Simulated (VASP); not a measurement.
An input for Quantum ESPRESSO's pw.x (written as the equivalent of a VASP run, and not itself run):

```
&CONTROL
  calculation = 'vc-relax'
  pseudo_dir = './pseudo'
  outdir = './out'
  tprnfor = .true.
  tstress = .true.
  nstep = 60
  forc_conv_thr = 0.00078
/
&SYSTEM
  ibrav = 0
  nat = 8
  ntyp = 3
  ecutwfc = 82
  occupations = 'smearing'
  smearing = 'methfessel-paxton'
  degauss = 0.00735
  input_dft = 'pbesol'
/
&ELECTRONS
  conv_thr = 7.3e-08
  electron_maxstep = 100
/
&IONS
/
&CELL
/
ATOMIC_SPECIES
  Al 26.982 Al.upf
  Nb 92.906 Nb.upf
  Si 28.085 Si.upf
CELL_PARAMETERS angstrom
     5.0926031    0.0000000    0.0000000
    -0.0000000    5.0926031   -0.0000000
    -0.0000000   -0.0000000    5.0926031
ATOMIC_POSITIONS crystal
  Al   0.5000000  0.5000000  0.5000000
  Nb   0.0000000  0.5000000  0.7556684
  Nb   0.0000000  0.5000000  0.2443316
  Nb   0.7556684  0.0000000  0.5000000
  Nb   0.2443316  0.0000000  0.5000000
  Nb   0.5000000  0.7556684  1.0000000
  Nb   0.5000000  0.2443316  1.0000000
  Si   0.0000000  0.0000000  1.0000000
K_POINTS automatic
  6 6 6 0 0 0
```

Question: Write the VASP files for the same calculation (PBEsol).

Answer: One answer among several that fit: 
### INCAR
```
SYSTEM=Nb6AlSi
PREC=Accurate; ENCUT=400; LREAL=.FALSE.
LASPH=.TRUE.
EDIFF=1E-6; NELM=100; ALGO=Normal
LMAXMIX=4
ISMEAR=1; SIGMA=0.1
GGA=PS
IBRION=2; NSW=60; ISIF=3
EDIFFG=-0.02
LWAVE=.FALSE.; LCHARG=.FALSE.
```

### POSCAR
```
Nb6AlSi
1.0
  5.0926031402   0.0000000000   0.0000000000
  0.0000000000   5.0926031402   0.0000000000
  0.0000000000   0.0000000000   5.0926031402
Al Nb Si
1 6 1
Cartesian
  2.5463015701   2.5463015701   2.5463015701
  0.0000000000   2.5463015701   3.8483192133
  0.0000000000   2.5463015701   1.2442839269
  3.8483192133   0.0000000000   2.5463015701
  1.2442839269   0.0000000000   2.5463015701
  2.5463015701   3.8483192133   5.0926031402
  2.5463015701   1.2442839269   5.0926031402
  0.0000000000   0.0000000000   5.0926031402
```

**KPOINTS**
```
Automatic mesh
0
Gamma
6 6 6
0 0 0
```

POTCAR, in this order: Al Nb_sv Si (PBE.64 set). Program: vasp_std.

What does not carry over: the potentials are each code's own (VASP's PAW set, PseudoDojo norm-conserving files in pw.x), so ENCUT and ecutwfc are chosen apart and not converted; conv_thr bounds pw.x's estimated SCF error, while EDIFF bounds the energy change between steps; forc_conv_thr acts on force components and is met together with etot_conv_thr.

The structure comes from a computed database's Nb6AlSi entry (Pm-3); how it stands against other phases isn't given here. This run relaxes it. Symmetry was kept, so distortions that lower it aren't found. The start is the result of an earlier pass.
